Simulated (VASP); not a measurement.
An input for Quantum ESPRESSO's pw.x (written as the equivalent of a VASP run, and not itself run):

```
&CONTROL
  calculation = 'vc-relax'
  pseudo_dir = './pseudo'
  outdir = './out'
  tprnfor = .true.
  tstress = .true.
  nstep = 60
  forc_conv_thr = 0.00039
/
&SYSTEM
  ibrav = 0
  nat = 2
  ntyp = 2
  ecutwfc = 80
  occupations = 'smearing'
  smearing = 'gaussian'
  degauss = 0.003675
  input_dft = 'vdw-df-ob86'
/
&ELECTRONS
  conv_thr = 7.3e-08
  electron_maxstep = 100
/
&IONS
/
&CELL
/
ATOMIC_SPECIES
  Ga 69.723 Ga.upf
  P 30.974 P.upf
CELL_PARAMETERS angstrom
     0.0000000    2.7250000    2.7250000
     2.7250000    0.0000000    2.7250000
     2.7250000    2.7250000    0.0000000
ATOMIC_POSITIONS crystal
  Ga   0.0000000  0.0000000  0.0000000
  P    0.2500000  0.2500000  0.2500000
K_POINTS automatic
  8 8 8 0 0 0
```

**Question.** Write the VASP files for the same calculation (optB86b-vdW).

**Answer.** One answer among several that fit: 
### KPOINTS
```
kpoints
0
Gamma
8 8 8
0 0 0
```

### INCAR
```
# general
SYSTEM   = GaP
PREC     = Accurate
ENCUT    = 520
LREAL    = .False.
LASPH    = .True.

# electronic loop
EDIFF    = 1E-6
NELM     = 100
ALGO     = Normal
LMAXMIX  = 4

# smearing
ISMEAR   = 0
SIGMA    = 0.05

# functional
GGA      = MK
LUSE_VDW = .True.
AGGAC    = 0.0
PARAM1   = 0.1234
PARAM2   = 1.0

# ions
IBRION   = 2
NSW      = 60
ISIF     = 3
EDIFFG   = -0.01

# output
LWAVE    = .False.
LCHARG   = .False.
```

### POSCAR
```
GaP
1
    0.0000000000     2.7250000000     2.7250000000
    2.7250000000     0.0000000000     2.7250000000
    2.7250000000     2.7250000000     0.0000000000
Ga P
1 1
Direct
  0.0000000000   0.0000000000   0.0000000000
  0.2500000000   0.2500000000   0.2500000000
```

POTCAR, in this order: Ga_d P (PBE.64 set). Program: vasp_std.

Limits of the translation: the potentials are each code's own (VASP's PAW set, PseudoDojo norm-conserving files in pw.x), so ENCUT and ecutwfc are chosen apart and not converted; conv_thr bounds pw.x's estimated SCF error, while EDIFF bounds the energy change between steps; forc_conv_thr acts on force components and is met together with etot_conv_thr.

The compound is GaP in the zinc blende structure. This run relaxes it. Symmetry was kept, so distortions that lower it aren't found.
